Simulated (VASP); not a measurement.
Consider the following.

```xyz
6
Lattice="3.8487 0.0000 0.0000 -1.9243 3.3331 0.0000 0.0000 0.0000 6.7350" Properties=species:S:1:pos:R:3 pbc="T T T"
Ca     1.9243     1.1110     1.2589
Ca     0.0000     2.2220     5.4761
H      1.9243     1.1110     5.7307
H      0.0000     2.2220     1.0043
H     -1.9243     3.3331     0.0000
Br    -1.9243     3.3331     3.3675
```

All values below come from PBEsol GGA, VASP's PBE PAW potentials (set 64) (plane waves; VASP). Settings: 400 eV cut-off, Gaussian smearing of 0.050 eV, potentials Ca_sv H Br.

**Question.** Predict the band gap (along the path) with the smallest direct gap where there is one.

**Answer.** 
```json
{
  "band gap (along the path)": "1.36 eV",
  "smallest direct gap (along the path)": "1.67 eV"
}
```

Total energies compare only between runs with the same potentials, cut-off and functional.

The structure comes from a computed database's Ca2H3Br entry (P-3m1); how it stands against other phases isn't given here. It was relaxed first.
